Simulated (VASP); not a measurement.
Fe:

```xyz
1
Lattice="-1.4430 1.4430 1.4430 1.4430 -1.4430 1.4430 1.4430 1.4430 -1.4430" Properties=species:S:1:pos:R:3 pbc="T T T"
Fe    0.0000    0.0000    0.0000
```

```yaml
Program: VASP 6.6.1
Task: relaxation of cell and atoms
Functional: PBE
Potentials_or_basis: VASP PAW PBE potentials, release 64 (Fe)
Cutoff: 350 eV
k_mesh: 20 × 20 × 20
Occupations: gaussian, width 0.1 eV
Spin: collinear spin, ferromagnetic start
Starting_moments: "[2.5] μB"
```

At the start: pressure -9.8 GPa; volume 12.02 Å³/atom.

Task: How do energy, volume and symmetry change on relaxing?

Result: Over 3 steps the energy falls by 22.6 meV/atom and the volume is 11.32 Å³/atom (-5.8 %); space group Im-3m (No. 229, to 0.05 Å); moment 2.19 μB per cell.

Step by step:
```csv
step,energy change (eV),largest force (eV/Å),pressure (GPa),volume (Å³)
1,0.0000,0.0000,-9.83,12.02
2,-0.0071,0.0000,10.02,10.78
3,-0.0226,0.0000,0.01,11.32
```

Final structure:
```yaml
crystal:
  lattice:
    - [-1.41430, 1.41430, 1.41430]
    - [1.41430, -1.41430, 1.41430]
    - [1.41430, 1.41430, -1.41430]
  atoms:
    - { symbol: Fe, position: [0.00000, 0.00000, 0.00000] }
```
